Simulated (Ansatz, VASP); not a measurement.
# In6WO12 (In6WO12 (R-3)): VASP beside Ansatz, part 2 of 3

Aim: how closely do two programs agree when they are given the same cell, functional and k mesh? Of the first pair: The cell is taken from a series of runs on this material, whose earlier steps may have relaxed, scaled, displaced or heated it; both programs get it as it stands.

VASP 6.6.1 and Ansatz 0.2.0.

So far. Step 2 (VASP: single point, PBEsol, pair 1): The run ends at a pressure of 0.81 GPa, with forces up to 0.17 eV/Å.

**6. VASP: single point, PBEsol, start cell, pair 2**

Level of this step: PBEsol, no spin polarisation; plane waves and PAW (In_d, W, O) (VASP).

The same cell, functional, mesh and smearing now go to VASP, with its own data sets.

Contents of INCAR:

```
SYSTEM = In6WO12
PREC = Accurate
ENCUT = 520
EDIFF = 1E-06
NELM = 120
ISMEAR = -1
SIGMA = 0.01
LREAL = Auto
ALGO = Normal
GGA = PS
NBANDS = 280
LASPH = .TRUE.
LORBIT = 11
LWAVE = .FALSE.
LCHARG = .FALSE.
ISIF = 2
ISYM = 2
GGA_COMPAT = .FALSE.
EFERMI = MIDGAP
NCORE = 2
```

Contents of POSCAR:

```
In6WO12
1.0
    9.5198765150      0.0000000000      0.0000000000
   -4.7599382575      8.2444549029      0.0000000460
    0.0000000000     -0.0000000499      8.9494161692
In W O
18 3 36
Direct
    0.1170731733      0.4170090899      0.0224646592
    0.4504065066      0.0836757566      0.6891313258
    0.7837398400      0.7503424232      0.3557979925
    0.2999358986      0.8829268266      0.0224646592
    0.6332692319      0.5495934933      0.6891313258
    0.9666025653      0.2162601600      0.3557979925
    0.2496575767      0.0333974346      0.3557979925
    0.5829909100      0.7000641013      0.0224646592
    0.9163242433      0.3667307680      0.6891313258
    0.2162601480      0.2496575886      0.6442020194
    0.5495934813      0.9163242553      0.3108686861
    0.8829268147      0.5829909220      0.9775353527
    0.0333974227      0.7837398519      0.6442020194
    0.3667307560      0.4504065186      0.3108686861
    0.7000640893      0.1170731853      0.9775353527
    0.0836757446      0.6332692439      0.3108686861
    0.4170090779      0.2999359106      0.9775353527
    0.7503424113      0.9666025772      0.6442020194
    0.9999999940      0.0000000059      0.0000000059
    0.3333333273      0.6666666726      0.6666666726
    0.6666666606      0.3333333393      0.3333333393
    0.1339617197      0.4478814101      0.2718562348
    0.4672950530      0.1145480767      0.9385229015
    0.8006283864      0.7812147434      0.6051895682
    0.3139196724      0.8660382802      0.2718562348
    0.6472530057      0.5327049469      0.9385229015
    0.9805863390      0.1993716136      0.6051895682
    0.2187852565      0.0194136609      0.6051895682
    0.5521185898      0.6860803275      0.2718562348
    0.8854519232      0.3527469942      0.9385229015
    0.1993716016      0.2187852685      0.3948104437
    0.5327049349      0.8854519351      0.0614771104
    0.8660382682      0.5521186018      0.7281437770
    0.0194136489      0.8006283983      0.3948104437
    0.3527469822      0.4672950650      0.0614771104
    0.6860803156      0.1339617317      0.7281437770
    0.1145480648      0.6472530177      0.0614771104
    0.4478813981      0.3139196843      0.7281437770
    0.7812147314      0.9805863510      0.3948104437
    0.1733152747      0.4902681691      0.7856285020
    0.5066486080      0.1569348358      0.4522951687
    0.8399819414      0.8236015025      0.1189618354
    0.1569348238      0.6502862217      0.5477048432
    0.4902681572      0.3169528884      0.2143715098
    0.8236014905      0.9836195551      0.8810381765
    0.0163804449      0.8399819533      0.8810381765
    0.3497137782      0.5066486200      0.5477048432
    0.6830471115      0.1733152867      0.2143715098
    0.1600180466      0.1763985094      0.8810381765
    0.4933513799      0.8430651761      0.5477048432
    0.8266847132      0.5097318427      0.2143715098
    0.1763984974      0.0163804568      0.1189618354
    0.5097318308      0.6830471235      0.7856285020
    0.8430651641      0.3497137902      0.4522951687
    0.3169528764      0.8266847252      0.7856285020
    0.6502862098      0.4933513919      0.4522951687
    0.9836195431      0.1600180585      0.1189618354
```

Contents of KPOINTS:

```
Points of the shifted mesh
1
Reciprocal
 0.2500000000  0.2500000000  0.2500000000 1
```

The projector-augmented-wave data sets are In_d, W and O (PBE family, release 64).

Run with:

```console
mpirun -np 8 vasp_std
```

Numbers of over 12 decimals in the logs are rounded to 6 here.

What it wrote:

```text
[banner, memory and clock lines left out]
running    8 mpi-ranks, on    1 nodes
[...]
[... a notice as in an earlier step ...]

 LDA part: xc-table for (Slater+PW92), standard interpolation
 POSCAR, INCAR and KPOINTS ok, starting setup
[...]
entering main loop
       N       E                     dE             d eps       ncg     rms          rms(c)
DAV:   1     0.855666624320E+04    0.85567E+04   -0.19187E+05   560   0.230E+03
DAV:   2     0.190909509550E+04   -0.66476E+04   -0.63812E+04   560   0.711E+02
DAV:   3    -0.115064016236E+03   -0.20242E+04   -0.18782E+04   584   0.329E+02
DAV:   4    -0.438448535709E+03   -0.32338E+03   -0.31556E+03   760   0.132E+02
[...]
DAV:  16    -0.381480703957E+03    0.64310E-05   -0.12131E-04   824   0.295E-02    0.349E-02
DAV:  17    -0.381480702770E+03    0.11869E-05   -0.91554E-06   672   0.911E-03    0.160E-02
DAV:  18    -0.381480702224E+03    0.54569E-06   -0.24411E-06   376   0.429E-03
   1 F= -.38148070E+03 E0= -.38148070E+03  d E =0.000000E+00
```

Parts of OUTCAR (step 6):

```text
  Total        3.3005891      3.3005891      4.0742381     -0.0000006     -0.0000000      0.0000000
  in kB        7.5285975      7.5285975      9.2932799     -0.0000014     -0.0000000      0.0000000
  external PRESSURE =       8.1168250 kB  Pullay stress =       0.0000000 kB

 POSITION                                       TOTAL-FORCE (eV/Angst)
 -----------------------------------------------------------------------------------
     -0.87042      3.43801      0.20105        -0.007010     -0.006216     -0.009211
      3.88952      0.68986      6.16732        -0.007010     -0.006216     -0.009211
      3.88952      6.18616      3.18418        -0.007010     -0.006216     -0.009211
     -1.34732      7.27925      0.20105        -0.001878      0.009179     -0.009211
      3.41261      4.53110      6.16732        -0.001878      0.009179     -0.009211
      8.17255      1.78295      3.18418        -0.001878      0.009179     -0.009211
      2.21774      0.27534      3.18418         0.008888     -0.002963     -0.009211
      2.21774      5.77165      0.20105         0.008888     -0.002963     -0.009211
      6.97768      3.02350      6.16732         0.008888     -0.002963     -0.009211
      0.87042      2.05829      5.76523         0.007010      0.006216      0.009211
      0.87042      7.55459      2.78209         0.007010      0.006216      0.009211
      5.63035      4.80644      8.74837         0.007010      0.006216      0.009211
     -3.41261      6.46151      5.76523         0.001878     -0.009179      0.009211
      1.34732      3.71336      2.78209         0.001878     -0.009179      0.009211
[...]
-----------------------------------------------------------------------------------
    total drift:                                0.003908     -0.002233     -0.002396

  FREE ENERGIE OF THE ION-ELECTRON SYSTEM (eV)
  ---------------------------------------------------
  free  energy   TOTEN  =      -381.4807022244 eV

  energy  without entropy=     -381.4807022244  energy(sigma->0) =     -381.48070222

[... 1 part as in an earlier step ...]

[... 1 further part left out ...]
[key lines of the parts left out:]
E-fermi :   6.4562
```

The run ends at a pressure of 0.81 GPa, with forces up to 0.17 eV/Å.

**7. Differences**

What differs besides the data sets and the points named for the pairs above, as far as they apply: the data sets hold 492 valence electrons in Ansatz (on its default PAW (the set named soft_2) files) and 468 in VASP. Total energies have different zeros and are not compared.

Forces on 10 of the 57 atoms, those with the largest forces and the largest differences (eV/Å; atoms numbered as in POSCAR):

| atom | Ansatz x, y, z | VASP x, y, z |
| --- | --- | --- |
| O40 | -0.012, -0.007, 0.025 | -0.068, -0.120, 0.099 |
| O43 | 0.004, 0.028, -0.011 | -0.138, -0.001, -0.099 |
| O44 | 0.004, 0.028, -0.011 | -0.138, -0.001, -0.099 |
| O45 | 0.004, 0.028, -0.011 | -0.138, -0.001, -0.099 |
| O47 | -0.018, 0.009, 0.005 | 0.070, -0.119, -0.099 |
| O52 | -0.004, -0.028, 0.011 | 0.138, 0.001, 0.099 |
| O53 | -0.004, -0.028, 0.011 | 0.138, 0.001, 0.099 |
| O54 | -0.004, -0.028, 0.011 | 0.138, 0.001, 0.099 |
| O55 | 0.018, -0.009, -0.005 | -0.070, 0.119, 0.099 |
| O57 | 0.018, -0.009, -0.005 | -0.070, 0.119, 0.099 |

The forces differ by 55 meV/Å r.m.s., where the r.m.s. force is 0.014 eV/Å in Ansatz and 0.056 eV/Å in VASP: the atoms lie near their places of rest in Ansatz, so a percentage would say little (all taken over all components).

**8. Ansatz: relaxation, PBEsol**

This run makes the geometry at which the two programs are then compared.

The structure compared here is the end of the Ansatz relaxation.

Contents of input.yaml:

```yaml
crystal:
  lattice:
    - [9.519876515, 0.0, 0.0]
    - [-4.7599382575, 8.2444549029, 4.6e-08]
    - [0.0, -4.99e-08, 8.9494161692]
  atoms:
    - { symbol: In, position: [0.1170731738, 0.4170090831, 0.0224646665] }
    - { symbol: In, position: [0.4504065071, 0.0836757498, 0.6891313332] }
    - { symbol: In, position: [0.7837398405, 0.7503424164, 0.3557979998] }
    - { symbol: In, position: [0.2999359093, 0.8829268262, 0.0224646665] }
    - { symbol: In, position: [0.6332692426, 0.5495934929, 0.6891313332] }
    - { symbol: In, position: [0.966602576, 0.2162601595, 0.3557979998] }
    - { symbol: In, position: [0.2496575836, 0.033397424, 0.3557979998] }
    - { symbol: In, position: [0.5829909169, 0.7000640907, 0.0224646665] }
    - { symbol: In, position: [0.9163242502, 0.3667307574, 0.6891313332] }
    - { symbol: In, position: [0.2162601595, 0.2496575836, 0.6442020002] }
    - { symbol: In, position: [0.5495934929, 0.9163242502, 0.3108686668] }
    - { symbol: In, position: [0.8829268262, 0.5829909169, 0.9775353335] }
    - { symbol: In, position: [0.033397424, 0.7837398405, 0.6442020002] }
    - { symbol: In, position: [0.3667307574, 0.4504065071, 0.3108686668] }
    - { symbol: In, position: [0.7000640907, 0.1170731738, 0.9775353335] }
    - { symbol: In, position: [0.0836757498, 0.6332692426, 0.3108686668] }
    - { symbol: In, position: [0.4170090831, 0.2999359093, 0.9775353335] }
    - { symbol: In, position: [0.7503424164, 0.966602576, 0.6442020002] }
    - { symbol: W, position: [0.0, 0.0, 0.0] }
    - { symbol: W, position: [0.3333333333, 0.6666666667, 0.6666666667] }
    - { symbol: W, position: [0.6666666667, 0.3333333333, 0.3333333333] }
    - { symbol: O, position: [0.1339617331, 0.4478814076, 0.2718562262] }
    - { symbol: O, position: [0.4672950664, 0.1145480743, 0.9385228929] }
    - { symbol: O, position: [0.8006283997, 0.781214741, 0.6051895596] }
    - { symbol: O, position: [0.3139196746, 0.8660382669, 0.2718562262] }
    - { symbol: O, position: [0.6472530079, 0.5327049336, 0.9385228929] }
    - { symbol: O, position: [0.9805863412, 0.1993716003, 0.6051895596] }
    - { symbol: O, position: [0.218785259, 0.0194136588, 0.6051895596] }
    - { symbol: O, position: [0.5521185924, 0.6860803254, 0.2718562262] }
    - { symbol: O, position: [0.8854519257, 0.3527469921, 0.9385228929] }
    - { symbol: O, position: [0.1993716003, 0.218785259, 0.3948104404] }
    - { symbol: O, position: [0.5327049336, 0.8854519257, 0.0614771071] }
    - { symbol: O, position: [0.8660382669, 0.5521185924, 0.7281437738] }
    - { symbol: O, position: [0.0194136588, 0.8006283997, 0.3948104404] }
    - { symbol: O, position: [0.3527469921, 0.4672950664, 0.0614771071] }
    - { symbol: O, position: [0.6860803254, 0.1339617331, 0.7281437738] }
    - { symbol: O, position: [0.1145480743, 0.6472530079, 0.0614771071] }
    - { symbol: O, position: [0.4478814076, 0.3139196746, 0.7281437738] }
    - { symbol: O, position: [0.781214741, 0.9805863412, 0.3948104404] }
    - { symbol: O, position: [0.1733152728, 0.4902681715, 0.7856285023] }
    - { symbol: O, position: [0.5066486061, 0.1569348382, 0.452295169] }
    - { symbol: O, position: [0.8399819394, 0.8236015049, 0.1189618357] }
    - { symbol: O, position: [0.1569348382, 0.6502862321, 0.547704831] }
    - { symbol: O, position: [0.4902681715, 0.3169528988, 0.2143714977] }
    - { symbol: O, position: [0.8236015049, 0.9836195654, 0.8810381643] }
    - { symbol: O, position: [0.0163804346, 0.8399819394, 0.8810381643] }
    - { symbol: O, position: [0.3497137679, 0.5066486061, 0.547704831] }
    - { symbol: O, position: [0.6830471012, 0.1733152728, 0.2143714977] }
    - { symbol: O, position: [0.1600180606, 0.1763984951, 0.8810381643] }
    - { symbol: O, position: [0.4933513939, 0.8430651618, 0.547704831] }
    - { symbol: O, position: [0.8266847272, 0.5097318285, 0.2143714977] }
    - { symbol: O, position: [0.1763984951, 0.0163804346, 0.1189618357] }
    - { symbol: O, position: [0.5097318285, 0.6830471012, 0.7856285023] }
    - { symbol: O, position: [0.8430651618, 0.3497137679, 0.452295169] }
    - { symbol: O, position: [0.3169528988, 0.8266847272, 0.7856285023] }
    - { symbol: O, position: [0.6502862321, 0.4933513939, 0.452295169] }
    - { symbol: O, position: [0.9836195654, 0.1600180606, 0.1189618357] }
basis:
  ecutwfc: 420
  xc_grid: 2
hamiltonian:
  xc: pbesol
kpoints:
  mp_grid: { grid: [1, 1, 1], shift: [0.25, 0.25, 0.25] }
scf:
  occupations: { method: fermi_dirac, width: 0.01 }
  max_iter: 80
output:
  forces: true
relax:
  f_tol: 0.01
  max_steps: 60
  escape_saddle: false
checkpoint:
  write: "../pristine.symmetric.run"
  compress: false
  write_wavefunctions: false
  write_every: 100000
```

Run with:

```console
ansatz run input.yaml --threads 4 --pin off --max-ram 7536MiB --backend cpu --events-out ev --progress --plain --runs-dir out
```

What it wrote:

```text
[...]
Crystal: 57 atoms, lattice volume = 702.406 Å³
Basis set: ecut = 420 eV, 13709 PW (Γ), exchange–correlation on 128×128×120 points (8 copies of the dense FFT grid, shifted against one another)
Bands: 303, of which v1, the nominal top of the filled ones, is band 246 counted from 1 (245 counted from 0)
Symmetry: 6 space group operations
k-points: 1
[...]
- { symbol: O, position: [0.647534, 0.532698, 0.938761] }
    - { symbol: O, position: [0.980868, 0.199365, 0.605428] }
    - { symbol: O, position: [0.218438, 0.019344, 0.605863] }
    - { symbol: O, position: [0.551772, 0.686010, 0.272529] }
[...]
- { symbol: O, position: [0.842058, 0.347846, 0.452553] }
    - { symbol: O, position: [0.318336, 0.827221, 0.785808] }
    - { symbol: O, position: [0.651669, 0.493888, 0.452475] }
    - { symbol: O, position: [0.985003, 0.160554, 0.119141] }
[key lines of the parts left out:]
SCF converged after 6 iterations
Free energy (F): -150425.023546 eV
Fermi energy:    10.512336 eV
```

(Continued in part 3 of 3.)

[Lines on the potential files, build, host, timing and source positions are cut from VASP's logs without a mark.]

[Logs are printed without paths, hosts, clocks, repeated set-up lines and the standing remarks that a program may print on its own settings, such as how far it seeks lower states.]

[Hosts, paths, dates, database ids (printed as entryN), source tags and the programs' standing remarks are cut or masked in the printed files.]
